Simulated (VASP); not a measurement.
# NaLaMnMoO6 (F-43m) in VASP: a series of runs

The runs below take NaLaMnMoO6 through relaxation of cell and atoms, with PBE+D2, PBE+D3, PBE+D3(BJ), PBE+D4.

All numbers are computed with VASP 6.6.1; they aren't measurements. Logs are shortened: lines on timing, memory, paths and dates and some standing lists are left out, and cuts for length are marked.

## 1. Starting point

It takes space group F-43m (No. 216, cubic). The conventional cell has a = 7.725 Å, b = 7.725 Å, c = 7.725 Å, α = 90.00°, β = 90.00°, γ = 90.00°. Na (site symmetry -43m) is surrounded by 12 O at 2.73 Å. Around La (site symmetry -43m) lie 12 O at 2.73 Å. Mn (site symmetry -43m) has 6 O at 1.91 Å as nearest neighbours. Around Mo (site symmetry -43m) lie 6 O at 1.96 Å. O (site symmetry 2mm) is surrounded by 1 Mn at 1.91 Å and 1 Mo at 1.96 Å.

The cell was built by a generator and needn't be a form met in nature.

## 2. Relaxation of cell and atoms, PBE+D2, collinear spin, ferromagnetic start

INCAR

```
  PREC = Accurate
  ENCUT = 600
  EDIFF = 1E-6
  ISMEAR = -1
  SIGMA = 0.05
  LREAL = False
  LASPH = True
  NELM = 120
  ALGO = Fast
  ISIF = 3
  LWAVE = False
  LCHARG = False
  ISPIN = 2
  MAGMOM = 0 0 4 1 0 0 0 0 0 0
  LORBIT = 11
  LMAXMIX = 6
  GGA = PE
  IVDW = 1
  IBRION = 2
  NSW = 40
  EDIFFG = -0.02
  KPAR = 4
```

KPOINTS

```
regular mesh
0
Gamma
  6 6 6
```

POSCAR

```
NaLaMnMoO6
1.0
    0.0000000000      3.8625900000      3.8625900000
    3.8625900000      0.0000000000      3.8625900000
    3.8625900000      3.8625900000      0.0000000000
Na La Mn Mo O
1 1 1 1 6
Direct
    0.2500000000      0.2500000000      0.2500000000
    0.7500000000      0.7500000000      0.7500000000
    0.5000000000      0.5000000000      0.5000000000
    0.0000000000      0.0000000000      0.0000000000
    0.7466200000      0.2533800000      0.2533800000
    0.2533800000      0.2533800000      0.7466200000
    0.2533800000      0.7466200000      0.2533800000
    0.7466200000      0.2533800000      0.7466200000
    0.7466200000      0.7466200000      0.2533800000
    0.2533800000      0.7466200000      0.7466200000
```

Potentials or basis: VASP PAW PBE potentials, release 64 (Na_pv, La, Mn_pv, Mo_sv, O).

Run with:

```sh
cat potpaw_PBE.64/Na_pv/POTCAR potpaw_PBE.64/La/POTCAR potpaw_PBE.64/Mn_pv/POTCAR potpaw_PBE.64/Mo_sv/POTCAR potpaw_PBE.64/O/POTCAR > POTCAR
mpirun -np 4 vasp_std > vasp.out
```

OUTCAR:

```text
PREC = Accurate
   ENCUT = 600
   EDIFF = 1E-6
   ISMEAR = -1
   LREAL = False
   LASPH = True
   NELM = 120
   ISIF = 3
   ISPIN = 2
   LORBIT = 11
   GGA = PE
   IVDW = 1
   IBRION = 2
   NSW = 40
   EDIFFG = -0.02
  IVDW =   1

 ion  position               nearest neighbor table
   1  0.250  0.250  0.250-
   2  0.750  0.750  0.750-   6 2.73   7 2.73  10 2.73   5 2.73   6 2.73   8 2.73   5 2.73   7 2.73
                             9 2.73   8 2.73   9 2.73  10 2.73   3 3.35   3 3.35   3 3.35   4 3.35
   3  0.500  0.500  0.500-   5 1.91   6 1.91   7 1.91   8 1.91   9 1.91  10 1.91   2 3.35   2 3.35
                             2 3.35   2 3.35
   4  0.000  0.000  0.000-   5 1.96   6 1.96   7 1.96   8 1.96   9 1.96  10 1.96   2 3.35   2 3.35
                             2 3.35   2 3.35
   5  0.747  0.253  0.253-   3 1.91   4 1.96   2 2.73   2 2.73
   6  0.253  0.253  0.747-   3 1.91   4 1.96   2 2.73   2 2.73
   7  0.253  0.747  0.253-   3 1.91   4 1.96   2 2.73   2 2.73
   8  0.747  0.253  0.747-   3 1.91   4 1.96   2 2.73   2 2.73
   9  0.747  0.747  0.253-   3 1.91   4 1.96   2 2.73   2 2.73
  10  0.253  0.747  0.747-   3 1.91   4 1.96   2 2.73   2 2.73

  LATTYP: Found a face centered cubic cell.
 ALAT       =     7.7251800000

  Lattice vectors:

 A1 = (   0.0000000000,   3.8625900000,   3.8625900000)
 A2 = (   3.8625900000,   0.0000000000,   3.8625900000)
 A3 = (   3.8625900000,   3.8625900000,   0.0000000000)

Analysis of symmetry for initial positions (statically):
=====================================================================
 Subroutine PRICEL returns:
 Original cell was already a primitive cell.

 Routine SETGRP: Setting up the symmetry group for a
 face centered cubic supercell.

 Subroutine GETGRP returns: Found 24 space group operations
 (whereof 24 operations were pure point group operations)
 out of a pool of 48 trial point group operations.

The static configuration has the point symmetry T_d .

Analysis of symmetry for dynamics (positions and initial velocities):
=====================================================================
 Subroutine PRICEL returns:
 Original cell was already a primitive cell.

 Routine SETGRP: Setting up the symmetry group for a
 face centered cubic supercell.

 Subroutine GETGRP returns: Found 24 space group operations
 (whereof 24 operations were pure point group operations)
 out of a pool of 48 trial point group operations.

The dynamic configuration has the point symmetry T_d .

Analysis of structural, dynamic, and magnetic symmetry:
[... 140 lines left out ...]
  Fermi-wavevector in a.u.,A,eV,Ry     =   1.455508  2.750511 28.823986  2.118503
  Thomas-Fermi vector in A             =   2.572534
   LORBIT       =     11    0 simple, 1 ext, 2 COOP (PROOUT), +10 PAW based schemes
   GGA     = PE    functional components
   LHFCALC =     F    Hartree Fock is set to
   AEXX    =    0.0000 exact exchange contribution
   IVDW    =     1    specifies the selected vdW correction
   LEPSILON=     F    determine dielectric tensor
   LRPA    =     F    only Hartree local field effects (RPA)
 conjugate gradient relaxation of ions
 spin polarized calculation
 RMM-DIIS sequential band-by-band and
  energy-cutoff  :      600.00
  volume of cell :      115.26
 maximum number of plane-waves:      3892
 NGX is ok and might be reduce to    48
   NGX = 21   NGY = 21   NGZ = 21

--------------------------------------- Ionic step        1  -------------------------------------------

 number of electron      80.9999994 magnetization       1.1648261

 Free energy of the ion-electron system (eV)
  ---------------------------------------------------
  ext. energy  EPLUGINS =         0.00000000
  ---------------------------------------------------
  free energy    TOTEN  =       -78.50385110 eV

  energy without entropy =      -78.48705536  energy(sigma->0) =      -78.49545323

------------------------ aborting loop EDIFF was not reached (unconverged)  ----------------------------

  DFT-D2 method for vdW energy calculation

  Number of pair interactions contributing to vdW energy:  249896
[... 291 lines left out ...]
--------------------------------------- Ionic step        7  -------------------------------------------

 number of electron      81.0000002 magnetization       1.1415451

 Free energy of the ion-electron system (eV)
  ---------------------------------------------------
  ext. energy  EPLUGINS =         0.00000000
  ---------------------------------------------------
  free energy    TOTEN  =       -78.47445654 eV

  energy without entropy =      -78.45734166  energy(sigma->0) =      -78.46589910

 E-fermi :   8.3440     XC(G=0): -11.4686

 val. band max:        8.3172096206   @ k =   0.5000   0.0000   0.0000
 cond. band min:       8.4030701558   @ k =  -0.3333   0.3333   0.0000
 fundamental gap:      0.0858605352
 Fermi energy:         8.3439581341

 spin component 1

 k-point     1 :       0.0000    0.0000    0.0000
  band No.  band energies     occupation
      1     -54.6603      1.00000
      2     -42.2288      1.00000
      3     -42.2287      1.00000
      4     -42.2287      1.00000
      5     -28.8472      1.00000
      6     -28.8472      1.00000
[... 853 lines left out ...]
     50      10.1487      0.00000
     51      10.2109      0.00000
 Fermi energy:         8.3439581341

 spin component 2

 k-point     1 :       0.0000    0.0000    0.0000
  band No.  band energies     occupation
      1     -55.1938      1.00000
      2     -40.1743      1.00000
      3     -40.1743      1.00000
      4     -40.1743      1.00000
      5     -29.4212      1.00000
      6     -29.4212      1.00000
[... 896 lines left out ...]
  FREE ENERGIE OF THE ION-ELECTRON SYSTEM (eV)
  ---------------------------------------------------
  free  energy   TOTEN  =       -83.2478460438 eV

  energy  without entropy=      -83.2307311589  energy(sigma->0) =      -83.23928860

 reached required accuracy - stopping structural energy minimisation

 total charge

# of ion       s       p       d       f       tot
--------------------------------------------------
    1        0.035   5.977   0.000   0.000   6.012
    2        1.999   5.698   0.497   0.227   8.421
    3        0.332   6.441   5.066   0.000  11.840
    4        2.352   6.338   3.763   0.000  12.453
    5        1.560   3.490   0.000   0.000   5.050
    6        1.560   3.490   0.000   0.000   5.050
    7        1.560   3.490   0.000   0.000   5.050
    8        1.560   3.490   0.000   0.000   5.050
    9        1.560   3.490   0.000   0.000   5.050
   10        1.560   3.490   0.000   0.000   5.050
--------------------------------------------------
tot         14.078  45.393   9.327   0.227  69.026

 magnetization (x)

# of ion       s       p       d       f       tot
--------------------------------------------------
    1        0.000   0.000   0.000   0.000   0.001
    2        0.000   0.001  -0.012  -0.023  -0.034
    3        0.008   0.015   1.872   0.000   1.894
    4       -0.010  -0.012  -0.720   0.000  -0.742
    5        0.000   0.008   0.000   0.000   0.008
    6        0.000   0.008   0.000   0.000   0.008
    7        0.000   0.008   0.000   0.000   0.008
    8        0.000   0.008   0.000   0.000   0.008
    9        0.000   0.008   0.000   0.000   0.008
   10        0.000   0.008   0.000   0.000   0.008
--------------------------------------------------
tot         -0.001   0.054   1.139  -0.023   1.169
```

CONTCAR:

```text
NaLaMnMoO6
   1.00000000000000
     0.0000000000000000    3.8346108349638106    3.8346108349638106
     3.8346108349638106    0.0000000000000000    3.8346108349638106
     3.8346108349638106    3.8346108349638106   -0.0000000000000000
  Na              La              Mn              Mo              O
     1     1     1     1     6
Direct
     0.2500000000000000    0.2500000000000000    0.2500000000000000
     0.7500000000000000    0.7500000000000000    0.7500000000000000
     0.5000000000000000    0.5000000000000000    0.5000000000000000
     0.0000000000000000    0.0000000000000000    0.0000000000000000
     0.7465387411734354    0.2534612588265646    0.2534612588265646
     0.2534612588265646    0.2534612588265646    0.7465387411734354
     0.2534612588265646    0.7465387411734354    0.2534612588265646
     0.7465387411734354    0.2534612588265646    0.7465387411734354
     0.7465387411734354    0.7465387411734354    0.2534612588265646
     0.2534612588265646    0.7465387411734354    0.7465387411734354

  0.00000000E+00  0.00000000E+00  0.00000000E+00
  0.00000000E+00  0.00000000E+00  0.00000000E+00
  0.00000000E+00  0.00000000E+00  0.00000000E+00
  0.00000000E+00  0.00000000E+00  0.00000000E+00
  0.00000000E+00  0.00000000E+00  0.00000000E+00
  0.00000000E+00  0.00000000E+00  0.00000000E+00
  0.00000000E+00  0.00000000E+00  0.00000000E+00
  0.00000000E+00  0.00000000E+00  0.00000000E+00
  0.00000000E+00  0.00000000E+00  0.00000000E+00
  0.00000000E+00  0.00000000E+00  0.00000000E+00
```

Wall time 30 min (4 MPI ranks of Intel Xeon 6975P-C (Granite Rapids), shared host); peak memory 0.61 GiB.

What came out:

* Free energy: -83.2478 eV
* Relaxed volume: 11.28 Å³/atom
* Relaxed cell: a = 5.423 Å, b = 5.423 Å, c = 5.423 Å, α = 60.00°, β = 60.00°, γ = 60.00°
* Space group after relaxing (to 0.05 Å): F-43m (No. 216)
* Energy gained by relaxing: 3.7 meV/atom
* Ionic steps: 7
* Pressure after relaxing: 0.0 GPa
* Band gap on the k mesh: none (metal or under the smearing width)
* Net moment: 1.14 μB per cell
* Site moments: Na +0.00; La -0.03; Mn +1.89; Mo -0.74; O +0.01 μB
* Valence electrons inside the program's atomic spheres: Na 6.01; La 8.42; Mn 11.84; Mo 12.45; O 5.05
* Dispersion energy per atom: -0.477 eV

Step by step:
| step | energy change (eV) | largest force (eV/Å) | pressure (GPa) | volume (Å³) |
| --- | --- | --- | --- | --- |
| 1 | 0.0000 | 0.0597 | -4.18 | 115.26 |
| 2 | 0.0144 | 0.2234 | 4.78 | 110.32 |
| 3 | -0.0177 | 0.0529 | -0.41 | 113.08 |
| 4 | -0.0363 | 0.0660 | -0.07 | 112.88 |
| 5 | -0.0363 | 0.0686 | 0.02 | 112.83 |
| 6 | -0.0367 | 0.0305 | 0.09 | 112.74 |
| 7 | -0.0367 | 0.0001 | 0.02 | 112.77 |

Final structure:
```cif
data_structure
_symmetry_space_group_name_H-M 'P 1'
_symmetry_Int_Tables_number 1
_cell_length_a 5.4230
_cell_length_b 5.4230
_cell_length_c 5.4230
_cell_angle_alpha 60.000
_cell_angle_beta 60.000
_cell_angle_gamma 60.000
_cell_volume 112.77
loop_
_atom_site_label
_atom_site_type_symbol
_atom_site_fract_x
_atom_site_fract_y
_atom_site_fract_z
_atom_site_occupancy
Na1 Na 0.25000 0.25000 0.25000 1
La1 La 0.75000 0.75000 0.75000 1
Mn1 Mn 0.50000 0.50000 0.50000 1
Mo1 Mo 0.00000 0.00000 0.00000 1
O1 O 0.74654 0.25346 0.25346 1
O2 O 0.25346 0.25346 0.74654 1
O3 O 0.25346 0.74654 0.25346 1
O4 O 0.74654 0.25346 0.74654 1
O5 O 0.74654 0.74654 0.25346 1
O6 O 0.25346 0.74654 0.74654 1
```

Levels at points of the mesh, in eV from the Fermi level:
Spin up:
```
           k point  band 37  band 38  band 39  band 40  band 41  band 42  band 43  band 44  band 45  band 46
(0.00, 0.00, 0.00)    -2.78    -2.78    -2.69    -2.69    -2.69    -0.11    -0.11     0.79     0.79     0.79
(0.50, 0.00, 0.00)    -3.42    -3.10    -1.83    -1.69    -1.69     0.46     0.57     0.57     1.50     1.50
(0.50, 0.50, 0.00)    -3.58    -2.74    -2.71    -1.30    -1.30    -0.10     0.62     0.68     1.18     1.18
```
Spin down:
```
           k point  band 38  band 39  band 40  band 41  band 42  band 43
(0.00, 0.00, 0.00)    -2.64    -1.73    -1.73    -1.73     0.72     0.72
(0.50, 0.00, 0.00)    -3.06    -0.10    -0.03    -0.03     0.10     0.24
(0.50, 0.50, 0.00)    -2.67    -1.62     0.51     0.51     0.69     0.69
```

Caveat: atom-pairwise D2, TS and ULG terms overbind metals; a cell with one magnetic atom can't hold antiferromagnetic order, which such compounds often take; semilocal functionals often make such compounds metallic where correlation or magnetic order opens a gap, which also shifts bond lengths; pairwise dispersion overbinds metals, which lowers pressure and volume. With open d or f shells a metallic result of PBE can be an artefact of self-interaction; +U or a hybrid may open a gap.

[end of part 1 of 2]
